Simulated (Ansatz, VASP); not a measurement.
## ZnRe in VASP and in Ansatz

```
CELL_PARAMETERS angstrom
2.72977 0.00000 0.00000
-1.36489 2.36405 0.00000
0.00000 0.00000 4.46390
ATOMIC_POSITIONS crystal
Re 0.33333 0.66667 0.50000
Zn 0.00000 0.00000 0.00000
```

Change from the starting cell: volume scaled by 0.98.

Alike in both runs: task single point; functional PBE; k mesh 11 × 11 × 6; occupations fermi-dirac, width 0.05 eV; no spin polarisation.

|  | VASP | Ansatz |
| --- | --- | --- |
| version | VASP 6.6.1 | Ansatz 0.2.0 |
| potentials or method | VASP PAW PBE potentials, release 64 (Re, Zn) | Ansatz PAW |
| plane-wave cutoff (eV) | 520 | 420 |
| valence electrons in the cell | 19 | 27 |

```csv
,VASP,Ansatz,Ansatz less VASP
gap on the k mesh at the Fermi level (eV),none,none,-
pressure (GPa),3.1,3.0,-0.06
largest component of the traceless stress (GPa),0.41,0.75,+0.340
```

A gap of «none» marks a metal or a gap that the smearing closes. The two sets of potentials don't hold the same shells in valence.

The runs have no spin-orbit coupling, so splittings on Re are missing.
